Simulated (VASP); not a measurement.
Output of a VASP run:

**OSZICAR**
```
...
DAV:  13    -0.415991732774E+02   -0.27192E-05   -0.20500E-05  1472   0.331E-02    0.530E-03
DAV:  14    -0.415991733903E+02   -0.11297E-06   -0.21179E-06  1016   0.124E-02
   1 F= -.32659473E+02 E0= -.32659473E+02  d E =-.326595E+02
       N       E                     dE             d eps       ncg     rms          rms(c)
DAV:   1    -0.442537397935E+02   -0.26546E+01   -0.13383E+02  1056   0.102E+02    0.255E+01
DAV:   2    -0.408187873484E+02    0.34350E+01   -0.12844E+01  1000   0.249E+01    0.979E+00
DAV:   3    -0.401620837179E+02    0.65670E+00   -0.22618E+00  1272   0.124E+01    0.166E+00
DAV:   4    -0.401680146781E+02   -0.59310E-02   -0.37511E-01  1440   0.299E+00    0.166E+00
DAV:   5    -0.401934982097E+02   -0.25484E-01   -0.31721E-02  1544   0.110E+00    0.749E-01
DAV:   6    -0.402073591435E+02   -0.13861E-01   -0.30843E-02  1568   0.961E-01    0.174E-01
DAV:   7    -0.402078817151E+02   -0.52257E-03   -0.14456E-03  1184   0.250E-01    0.738E-02
DAV:   8    -0.402080640292E+02   -0.18231E-03   -0.29434E-04  1376   0.142E-01    0.135E-02
DAV:   9    -0.402080635216E+02    0.50768E-06   -0.19660E-05  1328   0.333E-02    0.108E-02
DAV:  10    -0.402080681441E+02   -0.46226E-05   -0.10597E-05  1272   0.301E-02    0.279E-03
DAV:  11    -0.402080677604E+02    0.38373E-06   -0.22971E-07   672   0.389E-03
   2 F= -.32380882E+02 E0= -.32380882E+02  d E =0.278591E+00
       N       E                     dE             d eps       ncg     rms          rms(c)
DAV:   1    -0.428541885675E+02   -0.26461E+01   -0.53608E+01  1088   0.650E+01    0.158E+01
DAV:   2    -0.416154795380E+02    0.12387E+01   -0.60354E+00  1208   0.165E+01    0.664E+00
DAV:   3    -0.412942588366E+02    0.32122E+00   -0.84703E-01  1240   0.777E+00    0.120E+00
DAV:   4    -0.412874534664E+02    0.68054E-02   -0.33091E-01  1488   0.287E+00    0.108E+00
DAV:   5    -0.412955167923E+02   -0.80633E-02   -0.96467E-03  1272   0.640E-01    0.649E-01
DAV:   6    -0.413043353738E+02   -0.88186E-02   -0.17802E-02  1448   0.871E-01    0.823E-02
DAV:   7    -0.413047026321E+02   -0.36726E-03   -0.40726E-03  1304   0.356E-01    0.746E-02
DAV:   8    -0.413047277667E+02   -0.25135E-04   -0.16829E-04  1320   0.774E-02    0.728E-02
DAV:   9    -0.413047550399E+02   -0.27273E-04   -0.22291E-04  1048   0.131E-01    0.190E-02
DAV:  10    -0.413047568739E+02   -0.18340E-05   -0.10366E-05  1384   0.245E-02    0.132E-02
DAV:  11    -0.413047600091E+02   -0.31351E-05   -0.47799E-06  1192   0.180E-02    0.263E-03
DAV:  12    -0.413047611369E+02   -0.11278E-05   -0.48013E-07   592   0.592E-03    0.345E-03
DAV:  13    -0.413047605939E+02    0.54296E-06   -0.49562E-07   600   0.597E-03
   3 F= -.32767261E+02 E0= -.32767261E+02  d E =-.107788E+00
       N       E                     dE             d eps       ncg     rms          rms(c)
DAV:   1    -0.412955055445E+02    0.92556E-02   -0.93849E-03  1080   0.852E-01    0.203E-01
DAV:   2    -0.412952707812E+02    0.23476E-03   -0.10449E-03  1176   0.218E-01    0.795E-02
DAV:   3    -0.412952184855E+02    0.52296E-04   -0.14613E-04  1416   0.992E-02    0.144E-02
DAV:   4    -0.412952182810E+02    0.20452E-06   -0.38919E-05  1528   0.323E-02    0.136E-02
DAV:   5    -0.412952211747E+02   -0.28937E-05   -0.13198E-06   768   0.808E-03    0.711E-03
DAV:   6    -0.412952245591E+02   -0.33844E-05   -0.40877E-06  1120   0.104E-02    0.146E-03
DAV:   7    -0.412952247108E+02   -0.15172E-06   -0.27159E-07   568   0.356E-03
   4 F= -.32767339E+02 E0= -.32767339E+02  d E =-.107866E+00
```

### OUTCAR
```
------------------------ aborting loop because EDIFF is reached ----------------------------------------
  FORCE on cell =-STRESS in cart. coord.  units (eV):
  Direction    XX          YY          ZZ          XY          YZ          ZX
  --------------------------------------------------------------------------------------
  Total        8.5140625      8.5140625      8.5140625     -0.0000000     -0.0000000      0.0000000
  in kB      199.6758223    199.6758223    199.6758223     -0.0000000     -0.0000000      0.0000000
  external PRESSURE =      -0.3241777 kB  Pullay stress =     200.0000000 kB
  volume of cell :       68.32
      direct lattice vectors                 reciprocal lattice vectors
     4.087966348  0.000000000  0.000000000     0.244620409 -0.000000000  0.000000000
     0.000000000  4.087966348  0.000000000     0.000000000  0.244620409 -0.000000000
    -0.000000000  0.000000000  4.087966348     0.000000000 -0.000000000  0.244620409
 POSITION                                       TOTAL-FORCE (eV/Angst)
 -----------------------------------------------------------------------------------
      0.00000      0.00000      0.00000        -0.000000     -0.000000      0.000000
      2.04398      2.04398      2.04398         0.000000      0.000000      0.000000
      2.04398      0.00000      2.04398        -0.000000      0.000000      0.000000
     -0.00000      2.04398      2.04398         0.000000      0.000000      0.000000
      2.04398      2.04398      0.00000        -0.000000     -0.000000      0.000000
 -----------------------------------------------------------------------------------
    total drift:                                0.000000      0.000000      0.000000
  FREE ENERGIE OF THE ION-ELECTRON SYSTEM (eV)
  ---------------------------------------------------
  free  energy   TOTEN  =       -41.2952247108 eV

  energy  without entropy=      -41.2952247108  energy(sigma->0) =      -41.29522471
  enthalpy is  TOTEN    =       -32.7673394323 eV   P V=        8.5278852785

 reached required accuracy - stopping structural energy minimisation
```
(Selected blocks of OUTCAR.)

**POSCAR**
```
BaZrO3
1
    4.1527377949     0.0000000000     0.0000000000
    0.0000000000     4.1527377949     0.0000000000
    0.0000000000     0.0000000000     4.1527377949
Ba Zr O
1 1 3
Direct
  0.0000000000   0.0000000000   0.0000000000
  0.5000000000   0.5000000000   0.5000000000
  0.5000000000   0.0000000000   0.5000000000
  0.0000000000   0.5000000000   0.5000000000
  0.5000000000   0.5000000000   0.0000000000
```

Problem. Reconstruct the remaining input files.

Solution. One answer among several that fit: the input of the run itself, PBE GGA, plane waves, VASP's PBE PAW potentials (set 64).

### INCAR
```
ALGO  =  Normal
EDIFF  =  1E-6
EDIFFG  =  -0.02
ENCUT  =  620
GGA  =  PE
IBRION  =  2
ISIF  =  3
ISMEAR  =  0
LASPH  =  T
LCHARG  =  F
LMAXMIX  =  4
LREAL  =  F
LWAVE  =  F
NELM  =  100
NSW  =  40
PREC  =  Accurate
PSTRESS  =  200
SIGMA  =  0.05
SYSTEM  =  BaZrO3
```

### KPOINTS
```
Automatic mesh
0
Gamma
6 6 6
0 0 0
```

POTCAR, in this order: Ba_sv Zr_sv O (PBE.64 set). Program: vasp_std.

Energy and stress use the plane-wave basis of the starting cell.

The compound is BaZrO3 in the cubic perovskite structure. This run relaxes it under an external pressure of 20 GPa. Symmetry was kept, so distortions that lower it aren't found.
